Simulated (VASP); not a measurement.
```
HgZn3Se4
1.0
    5.75921     0.00000     0.00000
    0.00000     5.75921     0.00000
    0.00000     0.00000     5.75921
Zn Se Hg
3 4 1
Direct
  0.00000   0.00000   0.00000
  0.50000   0.50000   0.00000
  0.50000   0.00000   0.50000
  0.26315   0.23685   0.23685
  0.73685   0.76315   0.23685
  0.73685   0.23685   0.76315
  0.26315   0.76315   0.76315
  0.00000   0.50000   0.50000
```

These are PBEsol GGA, VASP's PBE PAW potentials (set 64) (plane waves; VASP) values and carry that method's errors. Numerical set-up: 400 eV cut-off, Gaussian smearing of 0.050 eV, potentials Zn Se Hg.

Unless said otherwise, spin-orbit coupling is left out, though it shifts the bands of the heavy elements here.

**Question.** Give the energies of bands 28 to 41 at the high-symmetry points, in eV from the valence-band maximum.

**Answer.** 
```
band      Γ      X      M      R
----  -----  -----  -----  -----
28    -2.31  -3.12  -4.15  -5.29
29    -2.31  -2.78  -2.60  -1.21
30    -2.31  -2.78  -2.58  -1.21
31    -2.19  -2.57  -2.49  -1.02
32    -2.19  -2.46  -2.49  -1.02
33    -2.19  -1.43  -1.38  -1.02
34     0.00  -1.43  -0.86  -0.57
35     0.00  -1.02  -0.72  -0.57
36     0.00  -1.02  -0.72  -0.57
37     0.56   3.19   3.08   1.46
38     2.39   3.41   3.67   2.27
39     2.93   3.65   3.67   2.27
40     2.93   3.88   4.34   2.27
41     2.93   5.09   5.53   5.96
```

The gap is direct, 0.57 eV, from the valence maximum at Γ to the conduction minimum at Γ.

The structure was generated: HgZn3Se4 was put into an ordered model structure (P-43m), which need not be its known phase. It was relaxed first.
